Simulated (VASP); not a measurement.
Consider the following.

```yaml
crystal:
  lattice:
    - [-0.01445, 3.82867, 3.85663]
    - [3.82867, -0.01445, 3.85663]
    - [1.90711, 1.90711, 0.00000]
  atoms:
    - { symbol: Rh, position: [0.00000, 0.00000, 0.00000] }
    - { symbol: Rh, position: [0.00000, 0.50000, 0.00000] }
    - { symbol: Rh, position: [0.50000, 0.00000, 0.00000] }
    - { symbol: Ag, position: [0.50000, 0.50000, 0.00000] }
```

These are PBEsol GGA, VASP's PBE PAW potentials (set 64) (plane waves; VASP) values and carry that method's errors. Settings: 400 eV cut-off, 8×8×15 Γ-centred mesh, tetrahedra with Blöchl corrections, potentials Rh_pv Ag.

The cores are frozen, which limits the accuracy of field gradients.

**Question.** Give the principal components of the electric field gradient (V/Å²) and the asymmetry η at each nucleus.

**Answer.** 
```
atom    Vxx   Vyy    Vzz     η
----  -----  ----  -----  ----
Rh1   -32.8  -1.2   34.0  0.93
Rh2    24.5   7.9  -32.4  0.52
Rh3    24.5   7.9  -32.4  0.52
Ag4     8.1   4.9  -13.1  0.25
```

The structure was generated: AgRh3 was put into an ordered model structure (Cmmm), which need not be its known phase. It was relaxed first.
